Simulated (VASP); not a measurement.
Input:

```
CELL_PARAMETERS angstrom
      1.63604     0.94457     6.52502
     -1.63604     0.94457     6.52502
      0.00000    -1.88913     6.52502
ATOMIC_POSITIONS crystal
  Mo 0.66681 0.66681 0.66681
  Se 0.41847 0.41847 0.41847
  Se 0.24839 0.24839 0.24839
```

The numbers are results of PBEsol GGA, VASP's PBE PAW potentials (set 64) (plane waves; VASP), not measurements. Run with 400 eV cut-off, Gaussian smearing of 0.050 eV, potentials Mo_sv Se.

Without a dispersion term in the relaxation, distances and binding between the weakly bound layers, chains or molecules are unreliable, and so is what depends on them.

Q: Give the energies of bands 7 to 16 at the high-symmetry points, in eV from the valence-band maximum.

A: 
```csv
band,Γ,T,H2,L,S0,F
7,-6.47,-5.41,-5.56,-6.28,-5.57,-6.14
8,-2.49,-3.38,-5.05,-5.23,-5.04,-5.41
9,-2.49,-2.50,-4.45,-4.43,-4.49,-4.11
10,-1.49,-2.50,-3.86,-3.19,-3.87,-3.11
11,-1.49,-1.46,-3.44,-2.04,-3.38,-2.62
12,-1.14,-1.46,-2.47,-1.21,-2.51,-1.07
13,-0.87,0.00,-0.36,-0.85,-0.35,-1.01
14,2.56,2.67,1.25,1.68,1.23,1.64
15,2.56,2.67,2.11,1.93,2.12,2.10
16,2.95,2.80,2.92,3.53,2.90,2.99
```

The gap is indirect, 0.88 eV, from the valence maximum at T to the conduction minimum at Γ-S0 at 0.55.

The structure comes from a computed database's MoSe2 entry (R3m); how it stands against other phases isn't given here. It was relaxed first, which changed the volume by -8 %.
